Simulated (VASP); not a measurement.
An input for Quantum ESPRESSO's pw.x (written as the equivalent of a VASP run, and not itself run):

```
&CONTROL
  calculation = 'vc-relax'
  pseudo_dir = './pseudo'
  outdir = './out'
  tprnfor = .true.
  tstress = .true.
  nstep = 40
  forc_conv_thr = 0.00078
/
&SYSTEM
  ibrav = 0
  nat = 5
  ntyp = 3
  ecutwfc = 84
  occupations = 'smearing'
  smearing = 'gaussian'
  degauss = 0.003675
  input_dft = 'pz'
/
&ELECTRONS
  conv_thr = 7.3e-08
  electron_maxstep = 100
/
&IONS
/
&CELL
  press = 200
/
ATOMIC_SPECIES
  K 39.098 K.upf
  Mg 24.305 Mg.upf
  F 18.998 F.upf
CELL_PARAMETERS angstrom
     3.6970324    0.0000000    0.0000000
     0.0000000    3.6970324    0.0000000
    -0.0000000    0.0000000    3.6970324
ATOMIC_POSITIONS crystal
  K    0.0000000  0.0000000  0.0000000
  Mg   0.5000000  0.5000000  0.5000000
  F    0.5000000  0.0000000  0.5000000
  F    0.0000000  0.5000000  0.5000000
  F    0.5000000  0.5000000  0.0000000
K_POINTS automatic
  6 6 6 0 0 0
```

Q: Translate this input to VASP (INCAR, KPOINTS, POSCAR, choice of POTCAR).

A: One answer among several that fit: 
**INCAR**
```
# general
SYSTEM   =  KMgF3
PREC     =  Accurate
ENCUT    =  620
LREAL    =  .FALSE.
LASPH    =  .TRUE.

# electronic loop
EDIFF    =  1E-6
NELM     =  100
ALGO     =  Normal

# smearing
ISMEAR   =  0
SIGMA    =  0.05

# ions
IBRION   =  2
NSW      =  40
ISIF     =  3
EDIFFG   =  -0.02
PSTRESS  =  200

# output
LWAVE    =  .FALSE.
LCHARG   =  .FALSE.
```

File KPOINTS:
```
Automatic mesh
0
Gamma
6 6 6
0 0 0
```

### POSCAR
```
KMgF3
1
    3.6970323989     0.0000000000     0.0000000000
    0.0000000000     3.6970323989     0.0000000000
   -0.0000000000     0.0000000000     3.6970323989
K Mg F
1 1 3
Direct
  0.0000000000   0.0000000000   0.0000000000
  0.5000000000   0.5000000000   0.5000000000
  0.5000000000   0.0000000000   0.5000000000
  0.0000000000   0.5000000000   0.5000000000
  0.5000000000   0.5000000000   0.0000000000
```

POTCAR, in this order: K_sv Mg F (LDA.64 set). Program: vasp_std.

What does not carry over: the potentials are each code's own (VASP's PAW set, PseudoDojo norm-conserving files in pw.x), so ENCUT and ecutwfc are chosen apart and not converted; conv_thr bounds pw.x's estimated SCF error, while EDIFF bounds the energy change between steps; forc_conv_thr acts on force components and is met together with etot_conv_thr.

The compound is KMgF3 in the cubic perovskite structure. It was relaxed first under an external pressure of 20 GPa.
